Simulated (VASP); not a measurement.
## Lattice of BaZrO3 across functionals and dispersion corrections

How close do the usual functionals, with and without dispersion, come to the cell of BaZrO3? The levels: PBE, LDA, r2SCAN and PBE + D3(BJ). The start is a cell from a database of measured crystal structures.

Method: PBE; plane waves and PAW (Ba_sv, Zr_sv, O), in the first sound run; inputs show where later runs differ, in VASP 6.6.1.

The experiments to compare with:

For BaZrO3, cubic perovskite (undoped submicron crystals from molten salt synthesis), “Excitation-Dependent Photoluminescence of BaZrO3:Eu3+ Crystals” (2022, pmc:9457899) gives, by XRD Rietveld refinement: lattice constant a (a, undoped) 4.1947 ± 0.0002 Å [submicron molten-salt powder; measurement temperature not stated].

This is a report of a sequence of runs, with most program output left out.

### Step 1. The starting structure

Before any relaxation, the start is as follows. Symmetry: Pm-3m, No. 221, cubic system. The conventional cell has a = 4.191 Å, b = 4.191 Å, c = 4.191 Å, α = 90.00°, β = 90.00°, γ = 90.00°. Nearest to Ba lie 12 O at 2.96 Å. Zr has 6 O at 2.10 Å nearest. Nearest to O lie 2 Zr at 2.10 Å and 4 Ba at 2.96 Å. Farther neighbours and most contacts between anions are not listed.

### Step 2. Relaxation with PBE

Properties are meant for the cell that this level of theory prefers, so cell and atoms are relaxed first (ISIF = 3) until forces and stress are small; EDIFFG sets the threshold. PBE, the usual starting point, adds the gradient of the density.

The input, INCAR:

```
SYSTEM = BaZrO3
PREC = Accurate
ENCUT = 560
EDIFF = 1E-06
NELM = 100
ISMEAR = -1
SIGMA = 0.05
LREAL = .FALSE.
ALGO = Normal
GGA = PE
NBANDS = 26
LASPH = .TRUE.
LORBIT = 11
LWAVE = .FALSE.
LCHARG = .FALSE.
KPAR = 2
IBRION = 2
NSW = 60
ISIF = 3
EDIFFG = -0.01
```

The input, POSCAR:

```
BaZrO3
1.0
    4.1913400000      0.0000000000      0.0000000000
    0.0000000000      4.1913400000      0.0000000000
    0.0000000000      0.0000000000      4.1913400000
Ba Zr O
1 1 3
Direct
    0.0000000000      0.0000000000      0.0000000000
    0.5000000000      0.5000000000      0.5000000000
    0.0000000000      0.5000000000      0.5000000000
    0.5000000000      0.0000000000      0.5000000000
    0.5000000000      0.5000000000      0.0000000000
```

The input, KPOINTS:

```
Automatic mesh
0
Gamma
5 5 5
0 0 0
```

The projector-augmented-wave data sets are Ba_sv, Zr_sv and O (PBE family, release 64).

Command:

```
$ mpirun -np 2 vasp_std
```

Elapsed: 21 s, on 2 MPI ranks of Intel Xeon Platinum 8488C (Sapphire Rapids), shared host; peak memory 0.38 GiB.

The gap is read on the k-mesh alone, so it is an upper bound where the band edges lie off the mesh. Harder data sets than Ba_sv exist (the GW ones), and pressures, volumes and forces can shift noticeably with them. The run keeps the 48 symmetry operations of its start, so it cannot find a distortion of lower symmetry.

Relaxation path:

```tsv
step	energy less that of the first step (eV)	largest force (eV/Å)	pressure (GPa)	volume (Å³)
1	0.0000	0.0000	5.04	73.63
2	0.0052	0.0000	-4.79	78.68
3	-0.0361	0.0000	-0.02	76.01
```

```tsv
conventional cell, symmetrised	before	after	change
a (Å)	4.191	4.236	+1.1 %
b (Å)	4.191	4.236	+1.1 %
c (Å)	4.191	4.236	+1.1 %
volume (Å³/atom)	14.73	15.20	+3.2 %
```

The relaxed structure:

```cif
data_structure
_symmetry_space_group_name_H-M 'P 1'
_symmetry_Int_Tables_number 1
_cell_length_a 4.2360
_cell_length_b 4.2360
_cell_length_c 4.2360
_cell_angle_alpha 90.000
_cell_angle_beta 90.000
_cell_angle_gamma 90.000
_cell_volume 76.01
loop_
_atom_site_label
_atom_site_type_symbol
_atom_site_fract_x
_atom_site_fract_y
_atom_site_fract_z
_atom_site_occupancy
Ba1 Ba 0.00000 0.00000 0.00000 1
Zr2 Zr 0.50000 0.50000 0.50000 1
O3 O 0.00000 0.50000 0.50000 1
O4 O 0.50000 0.00000 0.50000 1
O5 O 0.50000 0.50000 0.00000 1
```

A gap read on the k-mesh alone can miss the band edges.

This step gave:

- electrons: 40
- bands: 26
- irreducible k-points: 10
- symmetry operations: 48
- free energy (TOTEN): -41.72 eV
- Fermi energy: 4.732 eV
- pressure: -0.01685 GPa
- metallic: no
- valence top at k: 0.4, 0.4, 0.4
- conduction bottom at k: 0, 0, 0
- least direct gap at k: 0, 0, 0
- SCF cycles over all ionic steps: 33
- gap on the k-mesh: 3.217 eV
- least direct gap on the k-mesh: 3.375 eV

It ends with forces that vanish by symmetry and a pressure of -0.02 GPa. The volume lies +3.2 % from that of the database's start. The conventional cell has a = 4.236 Å.

### Step 3. Relaxation with LDA

This step: LDA; plane waves and PAW (Ba_sv, Zr_sv, O) (VASP 6.6.1).

LDA, the lowest rung, knows the local density alone.

INCAR, as its differences from that of step 2:

```diff
@@ -9,3 +9,3 @@
 ALGO = Normal
-GGA = PE
+GGA = CA
 NBANDS = 26
```

POSCAR is that of step 2.

KPOINTS is that of step 2.

Command:

```
$ mpirun -np 2 vasp_std
```

Run time: 15 s. Hardware: 2 MPI ranks; peak memory 0.33 GiB; 30 s of CPU time.

The PAW data sets were made with PBE, though LDA sets exist; this is a small mismatch.

Relaxation path:

```tsv
step	energy less that of the first step (eV)	largest force (eV/Å)	pressure (GPa)	volume (Å³)
1	0.0000	0.0000	-3.65	73.63
2	0.0103	0.0000	4.96	70.12
3	-0.0186	0.0000	-0.03	72.04
```

```tsv
conventional cell, symmetrised	before	after	change
a (Å)	4.191	4.161	-0.7 %
b (Å)	4.191	4.161	-0.7 %
c (Å)	4.191	4.161	-0.7 %
volume (Å³/atom)	14.73	14.41	-2.2 %
```

Final coordinates:

```xyz
5
Lattice="4.1609 0.0000 0.0000 0.0000 4.1609 0.0000 0.0000 0.0000 4.1609" Properties=species:S:1:pos:R:3 pbc="T T T"
Ba    0.0000    0.0000    0.0000
Zr    2.0805    2.0805    2.0805
O     0.0000    2.0805    2.0805
O     2.0805    0.0000    2.0805
O     2.0805    2.0805    0.0000
```

This step gave:

* free energy (TOTEN): -45.91 eV
* Fermi energy: 4.625 eV
* pressure: -0.02998 GPa
* SCF cycles over all ionic steps: 32
* gap on the k-mesh: 3.225 eV
* least direct gap on the k-mesh: 3.303 eV

It ends at 14.41 Å³/atom, -2.2 % from the start, with -0.03 GPa left. The conventional cell has a = 4.161 Å.

### Step 4. Relaxation with r2SCAN

This step: r2SCAN; plane waves and PAW (Ba_sv, Zr_sv, O) (VASP 6.6.1).

r2SCAN adds the kinetic-energy density, costs more than a GGA and is run with LASPH.

INCAR, as its differences from that of step 3:

```diff
@@ -9,5 +9,5 @@
 ALGO = Normal
-GGA = CA
+METAGGA = R2SCAN
+LASPH = .TRUE.
 NBANDS = 26
-LASPH = .TRUE.
 LORBIT = 11
```

POSCAR is that of step 3.

KPOINTS is that of step 3.

Command:

```
$ mpirun -np 2 vasp_std
```

Wall time 70 s (2 MPI ranks); peak memory 0.39 GiB; 2.3 min of CPU time.

The PAW data sets were made with PBE, which is usual practice but a small mismatch for other functionals.

Relaxation path:

```tsv
step	energy less that of the first step (eV)	largest force (eV/Å)	pressure (GPa)	volume (Å³)
1	0.0000	0.0000	2.67	73.63
2	0.0047	0.0000	-3.04	76.28
3	-0.0095	0.0000	0.00	74.80
```

```tsv
conventional cell, symmetrised	before	after	change
a (Å)	4.191	4.213	+0.5 %
b (Å)	4.191	4.213	+0.5 %
c (Å)	4.191	4.213	+0.5 %
volume (Å³/atom)	14.73	14.96	+1.6 %
```

The relaxed structure:

```xyz
5
Lattice="4.2135 0.0000 0.0000 0.0000 4.2135 0.0000 0.0000 0.0000 4.2135" Properties=species:S:1:pos:R:3 pbc="T T T"
Ba    0.0000    0.0000    0.0000
Zr    2.1067    2.1067    2.1067
O     0.0000    2.1067    2.1067
O     2.1067    0.0000    2.1067
O     2.1067    2.1067    0.0000
```

It ends at 14.96 Å³/atom, +1.6 % from the start, with 0.00 GPa left. The conventional cell has a = 4.213 Å.

### Step 5. Relaxation with PBE + D3(BJ)

This step: PBE with D3(BJ); plane waves and PAW (Ba_sv, Zr_sv, O) (VASP 6.6.1).

A dispersion term adds the long-range attraction that semilocal functionals lack. D3 with Becke-Johnson damping keeps a finite attraction at short range.

INCAR, as its differences from that of step 4:

```diff
@@ -9,5 +9,6 @@
 ALGO = Normal
-METAGGA = R2SCAN
+GGA = PE
+IVDW = 12
+NBANDS = 26
 LASPH = .TRUE.
-NBANDS = 26
 LORBIT = 11
```

POSCAR is that of step 4.

KPOINTS is that of step 4.

Command:

```
$ mpirun -np 2 vasp_std
```

It took 23 s on 2 MPI ranks; peak memory 0.4 GiB.

Relaxation path:

```tsv
step	energy less that of the first step (eV)	largest force (eV/Å)	pressure (GPa)	volume (Å³)
1	0.0000	0.0000	2.30	73.63
2	0.0016	0.0000	-2.40	75.91
3	-0.0076	0.0000	0.00	74.71
```

```tsv
conventional cell, symmetrised	before	after	change
a (Å)	4.191	4.212	+0.5 %
b (Å)	4.191	4.212	+0.5 %
c (Å)	4.191	4.212	+0.5 %
volume (Å³/atom)	14.73	14.94	+1.5 %
```

The relaxed structure:

```
Ba Zr O
1.0
     4.21164    0.00000    0.00000
     0.00000    4.21164    0.00000
     0.00000    0.00000    4.21164
Ba Zr O
1 1 3
Direct
  0.00000 0.00000 0.00000
  0.50000 0.50000 0.50000
  0.00000 0.50000 0.50000
  0.50000 0.00000 0.50000
  0.50000 0.50000 0.00000
```

It ends at 14.94 Å³/atom, +1.5 % from the start, with 0.00 GPa left. The conventional cell has a = 4.212 Å. Against plain PBE, the dispersion term moves a by -0.6 %.

### Step 6. The cells as a table

This step: relaxed cells at several levels; plane waves and PAW (VASP 6.6.1).

No new run; the numbers come from the runs before.

Lengths are those of the conventional cell; cost is the wall time of each run, as given at its step, times its ranks, without the set-up around it. Results by level, by row:

```tsv
level	volume (Å³/atom)	change from the start (%)	a (Å)	cost (core minutes)
PBE	15.2	3.2	4.236	0.7
LDA	14.41	-2.2	4.161	0.513
r2SCAN	14.96	1.6	4.213	2.33
PBE + D3(BJ)	14.94	1.5	4.212	0.767
```

### Step 7. Summary of results

- volume, PBE: 15.20 Å³/atom
- volume, LDA: 14.41 Å³/atom
- volume, r2SCAN: 14.96 Å³/atom
- volume, PBE + D3(BJ): 14.94 Å³/atom

What this shows: For BaZrO3 the levels give volumes between 14.41 Å³/atom (LDA) and 15.20 Å³/atom (PBE), a spread of 5.5 %, while the cost of the finished runs spans a factor of 4.5. Within 1 % of experiment on every length: PBE, LDA, r2SCAN and PBE + D3(BJ). The nearest, PBE + D3(BJ), is among the cheap ones. Thermal and zero-point expansion, often some tenths of a per cent in length, bear on this order: with the measured lengths lowered by an assumed 0.4 % the nearest becomes LDA. The costs hold the number of ionic steps as well as the price of the functional. Adding D3(BJ) to PBE changes the volume by -1.7 % (a by -0.6 %). Within 0.02 Å all end in space group Pm-3m; the runs can't lower the symmetry of the start. Each is a single relaxation on the plane waves of the start cell, so larger changes of volume carry a basis-set error that was not tested here.

Computed beside measured:

```
              quantity  measured             PBE             LDA          r2SCAN    PBE + D3(BJ)
lattice constant a (Å)    4.1947  4.236 (+1.0 %)  4.161 (-0.8 %)  4.213 (+0.4 %)  4.212 (+0.4 %)
```

Measured values from pmc:9457899 (2022).

**Verdict.** For the lattice constant a, of the levels listed nearest comes PBE + D3(BJ) (+0.4 %, good agreement) and farthest PBE (+1.0 %, fair agreement). The grades are ours: good and fair within 0.7 and 1.5 % for the lattice constant a. For lattice constants the calculation has a static lattice, without zero-point motion or thermal expansion.

[Lines on the potential files, build, host, timing and source positions are cut from VASP's logs without a mark.]

[Logs are printed without paths, hosts, clocks, repeated set-up lines and the standing remarks that a program may print on its own settings, such as how far it seeks lower states.]

[Hosts, paths, dates, database ids (printed as entryN), source tags and the programs' standing remarks are cut or masked in the printed files.]

[A measured line is paired with the nearest computed mode of its activity, which favours agreement.]
